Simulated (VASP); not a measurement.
A convergence study with VASP on TiB$_{2}$ (AlB2 type): one setting is varied, all else stays as given below, so the limit is that of these other settings.

```
CELL_PARAMETERS angstrom
      1.51500    -2.62406     0.00000
      1.51500     2.62406     0.00000
      0.00000     0.00000     3.23000
ATOMIC_POSITIONS crystal
  Ti 0.00000 0.00000 0.00000
  B  0.33333 0.66667 0.50000
  B  0.66667 0.33333 0.50000
```

Calculation: PBE GGA, VASP's PBE PAW potentials (set 64) (plane waves; VASP 6.6.1). The tightest run used: 700 eV cut-off, 21×21×18 Γ-centred mesh, first-order Methfessel-Paxton smearing of 0.10 eV, potentials Ti_sv B.

```json
[
 {"setting": "1×1×1 mesh", "E (eV/atom)": "-5.3337", "pressure (GPa)": "21.33", "irreducible k-points": "1"},
 {"setting": "2×2×2 mesh", "E (eV/atom)": "-7.9038", "pressure (GPa)": "2.29", "irreducible k-points": "4"},
 {"setting": "3×3×3 mesh", "E (eV/atom)": "-8.1652", "pressure (GPa)": "-0.83", "irreducible k-points": "6"},
 {"setting": "4×4×3 mesh", "E (eV/atom)": "-8.1296", "pressure (GPa)": "0.53", "irreducible k-points": "8"},
 {"setting": "5×5×4 mesh", "E (eV/atom)": "-8.1360", "pressure (GPa)": "0.36", "irreducible k-points": "15"},
 {"setting": "6×6×5 mesh", "E (eV/atom)": "-8.1306", "pressure (GPa)": "0.40", "irreducible k-points": "21"},
 {"setting": "7×7×6 mesh", "E (eV/atom)": "-8.1427", "pressure (GPa)": "0.18", "irreducible k-points": "32"},
 {"setting": "8×8×7 mesh", "E (eV/atom)": "-8.1465", "pressure (GPa)": "0.11", "irreducible k-points": "40"},
 {"setting": "9×9×8 mesh", "E (eV/atom)": "-8.1427", "pressure (GPa)": "0.20", "irreducible k-points": "60"},
 {"setting": "10×10×8 mesh", "E (eV/atom)": "-8.1414", "pressure (GPa)": "0.25", "irreducible k-points": "70"}
]
```

**Question.** These are the cheaper rows. Estimate the results at 21×21×18 mesh, and how far the last row shown lies from them.

**Answer.** 
```json
[
 {"quantity": "E (eV/atom)", "tightest run": "-8.1443", "last row shown is off by": "0.0029"},
 {"quantity": "pressure (GPa)", "tightest run": "0.16", "last row shown is off by": "0.09"}
]
```

Left out are rungs that failed or repeat a setting and relaxations that didn't move; long series are thinned to 24 rows.

The compound is TiB2 in the AlB2 type structure. The cell was not relaxed at this level.
